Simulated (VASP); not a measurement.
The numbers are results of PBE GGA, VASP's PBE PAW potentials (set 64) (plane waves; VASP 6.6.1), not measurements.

A VASP calculation is set up with these files.

**INCAR**
```
SYSTEM=BN
PREC=Accurate; ENCUT=520; LREAL=.FALSE.
LASPH=.TRUE.
EDIFF=1E-7; NELM=100; ALGO=Normal
ISMEAR=0; SIGMA=0.05
GGA=PE
IBRION=2; NSW=30; ISIF=4
EDIFFG=-0.01
LWAVE=.FALSE.; LCHARG=.FALSE.
```

POSCAR:
```
BN
1
    1.2307891928    -2.1317898002     0.0000000000
    1.2307891928     2.1317898002     0.0000000000
    0.0000000000     0.0000000000     7.4921973712
B N
2 2
Direct
  0.3333330000   0.6666670000   0.2500000000
  0.6666670000   0.3333330000   0.7500000000
  0.6666670000   0.3333330000   0.2500000000
  0.3333330000   0.6666670000   0.7500000000
```

KPOINTS:
```
Automatic
0
Gamma
 10 10 3
0 0 0
```

POTCAR, in this order: B N (PBE.64 set). Program: vasp_std.

The run wrote:

### OSZICAR
```
       N       E                     dE             d eps       ncg     rms          rms(c)
DAV:   1     0.774548333670E+02    0.77455E+02   -0.82804E+03   672   0.122E+03
DAV:   2    -0.338536091221E+02   -0.11131E+03   -0.99271E+02   996   0.272E+02
DAV:   3    -0.391206860400E+02   -0.52671E+01   -0.52315E+01   860   0.640E+01
DAV:   4    -0.391833148546E+02   -0.62629E-01   -0.62582E-01   828   0.768E+00
DAV:   5    -0.391843151607E+02   -0.10003E-02   -0.10002E-02   864   0.966E-01    0.118E+01
DAV:   6    -0.355826295595E+02    0.36017E+01   -0.83954E+00   804   0.240E+01    0.537E+00
DAV:   7    -0.351953781413E+02    0.38725E+00   -0.62646E-01   832   0.680E+00    0.326E+00
DAV:   8    -0.350942177454E+02    0.10116E+00   -0.35431E-01   840   0.458E+00    0.438E-01
DAV:   9    -0.350918467883E+02    0.23710E-02   -0.15291E-02   764   0.109E+00    0.202E-01
DAV:  10    -0.350933626905E+02   -0.15159E-02   -0.14986E-03   780   0.351E-01    0.405E-02
DAV:  11    -0.350935343743E+02   -0.17168E-03   -0.20339E-04   832   0.133E-01    0.298E-02
DAV:  12    -0.350935385996E+02   -0.42252E-05   -0.50931E-05   828   0.616E-02    0.456E-03
DAV:  13    -0.350935388829E+02   -0.28331E-06   -0.19180E-06   848   0.131E-02    0.115E-03
DAV:  14    -0.350935390318E+02   -0.14893E-06   -0.21195E-07   776   0.411E-03    0.567E-04
DAV:  15    -0.350935390303E+02    0.14732E-08   -0.57579E-09   604   0.840E-04
   1 F= -.35093539E+02 E0= -.35093539E+02  d E =-.350935E+02
       N       E                     dE             d eps       ncg     rms          rms(c)
DAV:   1    -0.354888249851E+02   -0.39529E+00   -0.14336E+01   676   0.345E+01    0.241E+00
DAV:   2    -0.352837070386E+02    0.20512E+00   -0.24173E-01   812   0.425E+00    0.136E+00
DAV:   3    -0.351927489637E+02    0.90958E-01   -0.16097E-01   820   0.301E+00    0.316E-01
DAV:   4    -0.351910745156E+02    0.16744E-02   -0.67829E-03   816   0.753E-01    0.916E-02
DAV:   5    -0.351911906351E+02   -0.11612E-03   -0.89793E-04   812   0.272E-01    0.474E-02
DAV:   6    -0.351911653238E+02    0.25311E-04   -0.13320E-04   828   0.108E-01    0.133E-02
DAV:   7    -0.351911759080E+02   -0.10584E-04   -0.25561E-05   784   0.455E-02    0.588E-03
DAV:   8    -0.351911764095E+02   -0.50156E-06   -0.11830E-06   852   0.104E-02    0.281E-03
DAV:   9    -0.351911766918E+02   -0.28228E-06   -0.35848E-07   796   0.577E-03    0.893E-04
DAV:  10    -0.351911766894E+02    0.23845E-08   -0.18756E-08   580   0.145E-03
   2 F= -.35191177E+02 E0= -.35191177E+02  d E =-.976377E-01
       N       E                     dE             d eps       ncg     rms          rms(c)
DAV:   1    -0.351921839486E+02   -0.10073E-02   -0.34980E-02   680   0.168E+00    0.118E-01
DAV:   2    -0.351916704943E+02    0.51345E-03   -0.56650E-04   824   0.209E-01    0.665E-02
DAV:   3    -0.351914413151E+02    0.22918E-03   -0.46113E-04   824   0.161E-01    0.161E-02
DAV:   4    -0.351914388335E+02    0.24817E-05   -0.24748E-05   820   0.470E-02    0.534E-03
DAV:   5    -0.351914387116E+02    0.12190E-06   -0.10046E-05   828   0.264E-02    0.554E-03
DAV:   6    -0.351914383440E+02    0.36754E-06   -0.21577E-06   808   0.133E-02    0.561E-04
DAV:   7    -0.351914383715E+02   -0.27478E-07   -0.11406E-07   656   0.329E-03
   3 F= -.35191438E+02 E0= -.35191438E+02  d E =-.978993E-01
```

### OUTCAR
```
------------------------ aborting loop because EDIFF is reached ----------------------------------------
  FORCE on cell =-STRESS in cart. coord.  units (eV):
  Direction    XX          YY          ZZ          XY          YZ          ZX
  --------------------------------------------------------------------------------------
  Total        0.2224408      0.2224409      0.2265970     -0.0000000      0.0000000     -0.0000000
  in kB        9.0647902      9.0647938      9.2341621     -0.0000000      0.0000000     -0.0000000
  external PRESSURE =       9.1212487 kB  Pullay stress =       0.0000000 kB
  volume of cell :       39.32
      direct lattice vectors                 reciprocal lattice vectors
     1.255149972 -2.173983961 -0.000000000     0.398358771 -0.229992497 -0.000000000
     1.255149972  2.173983961  0.000000000     0.398358771  0.229992497 -0.000000000
     0.000000000  0.000000000  7.204192475    -0.000000000 -0.000000000  0.138808063
  FREE ENERGIE OF THE ION-ELECTRON SYSTEM (eV)
  ---------------------------------------------------
  free  energy   TOTEN  =       -35.1914383715 eV

  energy  without entropy=      -35.1914383715  energy(sigma->0) =      -35.19143837

 reached required accuracy - stopping structural energy minimisation
```
(Selected blocks of OUTCAR.)

File CONTCAR:
```
BN
   1.00000000000000
     1.2551499721107817   -2.1739839611333536   -0.0000000000000000
     1.2551499721107817    2.1739839611333536    0.0000000000000000
     0.0000000000000000    0.0000000000000000    7.2041924748816024
  B               N
     2     2
Direct
     0.3333330000000032    0.6666669999999968    0.2500000000000000
     0.6666669999999968    0.3333330000000032    0.7500000000000000
     0.6666669999999968    0.3333330000000032    0.2500000000000000
     0.3333330000000032    0.6666669999999968    0.7500000000000000
```

Without a dispersion term in the relaxation, distances and binding between the weakly bound layers, chains or molecules are unreliable, and so is what depends on them.

The compound is BN in the hex structure. This cell is one point of a volume scan, at 0.94 of the reference volume. Symmetry was kept, so distortions that lower it aren't found.
